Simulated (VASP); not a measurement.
Level of theory: r2SCAN+rVV10, VASP's PBE PAW potentials (set 64) (plane waves; VASP 6.6.1).

The input files of a VASP run:

INCAR:
```
SYSTEM = PtS2
PREC = Accurate
ENCUT = 520
EDIFF = 1E-6
NELM = 100
ALGO = Normal
LREAL = .FALSE.
LASPH = .TRUE.
ISMEAR = 0
SIGMA = 0.05
METAGGA = R2SCAN
LUSE_VDW = .TRUE.
BPARAM = 11.95
CPARAM = 0.0093
LMIXTAU = .TRUE.
LMAXMIX = 6
LWAVE = .FALSE.
LCHARG = .FALSE.
IBRION = 2
ISIF = 3
NSW = 60
EDIFFG = -0.02
```

**POSCAR**
```
PtS2
1
    1.7784426079    -3.0803530267     0.0000000000
    1.7784426079     3.0803530267    -0.0000000000
   -0.0000000000    -0.0000000000     5.1218980003
Pt S
1 2
Direct
  0.0000000000   0.0000000000   0.0000000000
  0.3333330000   0.6666670000   0.2388789459
  0.6666670000   0.3333330000   0.7611210541
```

**KPOINTS**
```
Automatic mesh
0
Gamma
7 7 4
0 0 0
```

POTCAR, in this order: Pt S (PBE.64 set). Program: vasp_std.

Output

File OUTCAR:
```
 ion  position               nearest neighbor table
   1  0.000  0.000  0.000-   2 2.39   3 2.39   3 2.39   2 2.39   3 2.39   2 2.39
   2  0.333  0.667  0.239-   1 2.39   1 2.39   1 2.39
   3  0.667  0.333  0.761-   1 2.39   1 2.39   1 2.39
  LATTYP: Found a hexagonal cell.
 ALAT       =     3.5568852777
 C/A-ratio  =     1.4399952769
 Subroutine PRICEL returns:
 Original cell was already a primitive cell.
 Subroutine GETGRP returns: Found 12 space group operations
The static configuration has the point symmetry D_3d.
The dynamic configuration has the point symmetry D_3d.
 Subroutine INISYM returns: Found 12 space group operations
 Subroutine IBZKPT returns following result:
 Found     28 irreducible k-points:

 Following reciprocal coordinates:
            Coordinates               Weight
  0.000000  0.000000  0.000000      1.000000
  0.142857 -0.000000  0.000000      6.000000
  0.285714  0.000000  0.000000      6.000000
  0.428571  0.000000  0.000000      6.000000
  0.142857  0.142857  0.000000      6.000000
  0.285714  0.142857  0.000000     12.000000
  0.428571  0.142857  0.000000      6.000000
  0.285714  0.285714  0.000000      6.000000
  0.000000  0.000000  0.250000      2.000000
  0.142857 -0.000000  0.250000      6.000000
 -0.000000  0.142857  0.250000      6.000000
  0.285714  0.000000  0.250000      6.000000
  0.000000  0.285714  0.250000      6.000000
  0.428571  0.000000  0.250000      6.000000
  0.000000  0.428571  0.250000      6.000000
  0.142857  0.142857  0.250000     12.000000
  0.285714  0.142857  0.250000     12.000000
 -0.142857  0.428571  0.250000     12.000000
  0.428571  0.142857  0.250000     12.000000
  0.285714  0.285714  0.250000     12.000000
  0.000000  0.000000  0.500000      1.000000
  0.142857 -0.000000  0.500000      6.000000
  0.285714  0.000000  0.500000      6.000000
  0.428571  0.000000  0.500000      6.000000
  0.142857  0.142857  0.500000      6.000000
  0.285714  0.142857  0.500000     12.000000
  0.428571  0.142857  0.500000      6.000000
  0.285714  0.285714  0.500000      6.000000
   k-points           NKPTS =     28   k-points in BZ     NKDIM =     28   number of bands    NBANDS=     15
   number of dos      NEDOS =    301   number of ions     NIONS =      3
   total plane-waves  NPLWV =  31360
   dimension x,y,z NGX =    28 NGY =   28 NGZ =   40
   dimension x,y,z NGXF=    56 NGYF=   56 NGZF=   80
   ions per type =               1   2
   PREC   = accura    normal or accurate (medium, high low for compatibility)
   ISTART =      0    job   : 0-new  1-cont  2-samecut
   ICHARG =      2    charge: 1-file 2-atom 10-const
   ISPIN  =      1    spin polarized calculation?
   LNONCOLLINEAR =      F non collinear calculations
   LSORBIT =      F    spin-orbit coupling
   INIWAV =      1    electr: 0-lowe 1-rand  2-diag
   ENCUT  =  520.0 eV  38.22 Ry    6.18 a.u.   6.61  6.61  9.52*2*pi/ulx,y,z
   NELM   =    100;   NELMIN=  2; NELMDL= -5     # of ELM steps
   EDIFF  = 0.1E-05   stopping-criterion for ELM
   LREAL  =      F    real-space projection
   NLSPLINE    = F    spline interpolate recip. space projectors
   LMAXMIX     =    6 max onsite mixed and CHGCAR
   VOSKOWN=      0    Vosko Wilk Nusair interpolation
   EDIFFG = -.2E-01   stopping-criterion for IOM
   NSW    =     60    number of steps for IOM
   NBLOCK =      1;   KBLOCK =     60    inner block; outer block
   IBRION =      2    ionic relax: 0-MD 1-quasi-New 2-CG
   NFREE  =      1    steps in history (QN), initial steepest desc. (CG)
   ISIF   =      3    stress and relaxation
   ISYM   =      2    0-nonsym 1-usesym 2-fastsym
   TEIN   =    0.0    initial temperature
   TEBEG  =    0.0;   TEEND  =   0.0 temperature during run
...
```

**OSZICAR**
```
       N       E                     dE             d eps       ncg     rms          rms(c)
DAV:   1     0.625633800731E+02    0.62563E+02   -0.10770E+04   864   0.134E+03
DAV:   2    -0.701420295006E+02   -0.13271E+03   -0.12962E+03  1078   0.252E+02
DAV:   3    -0.754531383394E+02   -0.53111E+01   -0.52922E+01  1071   0.553E+01
DAV:   4    -0.755125148963E+02   -0.59377E-01   -0.59354E-01  1113   0.626E+00
DAV:   5    -0.755135263561E+02   -0.10115E-02   -0.10114E-02  1099   0.791E-01    0.188E+01
DAV:   6    -0.694217184969E+02    0.60918E+01   -0.11464E+01   889   0.356E+01    0.140E+01
DAV:   7    -0.683750455322E+02    0.10467E+01   -0.17359E+00   896   0.151E+01    0.667E+00
DAV:   8    -0.683984010092E+02   -0.23355E-01   -0.21431E-01  1029   0.394E+00    0.167E+00
DAV:   9    -0.684035283324E+02   -0.51273E-02   -0.50879E-02   910   0.280E+00    0.300E-01
DAV:  10    -0.684151514405E+02   -0.11623E-01   -0.15305E-02   910   0.117E+00    0.225E-01
DAV:  11    -0.684106225467E+02    0.45289E-02   -0.48507E-03   882   0.847E-01    0.223E-01
DAV:  12    -0.684154786171E+02   -0.48561E-02   -0.32143E-03   854   0.680E-01    0.506E-02
DAV:  13    -0.684157689833E+02   -0.29037E-03   -0.39093E-04   980   0.250E-01    0.248E-02
DAV:  14    -0.684157614576E+02    0.75257E-05   -0.75766E-05   931   0.112E-01    0.132E-02
DAV:  15    -0.684158261422E+02   -0.64685E-04   -0.44331E-05   889   0.742E-02    0.409E-03
DAV:  16    -0.684158231601E+02    0.29821E-05   -0.48375E-06  1120   0.275E-02    0.303E-03
DAV:  17    -0.684158253351E+02   -0.21750E-05   -0.44206E-07   511   0.668E-03    0.883E-04
DAV:  18    -0.684158257131E+02   -0.37800E-06   -0.13789E-07   441   0.473E-03
   1 F= -.68415826E+02 E0= -.68415826E+02  d E =-.684158E+02
```

OUTCAR:
```
------------------------ aborting loop because EDIFF is reached ----------------------------------------
  FORCE on cell =-STRESS in cart. coord.  units (eV):
  Direction    XX          YY          ZZ          XY          YZ          ZX
  --------------------------------------------------------------------------------------
  Total       -0.0304096     -0.0304096      0.0372670      0.0000000      0.0000000     -0.0000000
  in kB       -0.8682001     -0.8682001      1.0639820      0.0000000      0.0000000     -0.0000000
  external PRESSURE =      -0.2241394 kB  Pullay stress =       0.0000000 kB
  volume of cell :       56.12
      direct lattice vectors                 reciprocal lattice vectors
     1.778442608 -3.080353027  0.000000000     0.281144861 -0.162319057  0.000000000
     1.778442608  3.080353027  0.000000000     0.281144861  0.162319057  0.000000000
     0.000000000  0.000000000  5.121898000     0.000000000  0.000000000  0.195240124
 POSITION                                       TOTAL-FORCE (eV/Angst)
 -----------------------------------------------------------------------------------
      0.00000      0.00000      0.00000        -0.000000     -0.000000      0.000000
      1.77844      1.02679      1.22351         0.000000      0.000000      0.015625
      1.77844     -1.02679      3.89838        -0.000000     -0.000000     -0.015625
 -----------------------------------------------------------------------------------
    total drift:                               -0.000000      0.000000      0.000000
  FREE ENERGIE OF THE ION-ELECTRON SYSTEM (eV)
  ---------------------------------------------------
  free  energy   TOTEN  =       -68.4158257131 eV

  energy  without entropy=      -68.4158257131  energy(sigma->0) =      -68.41582571

 reached required accuracy - stopping structural energy minimisation
```
(Selected blocks of OUTCAR.)

The compound is PtS2 in the 1T layered structure. It was relaxed first. The start is the result of an earlier pass.
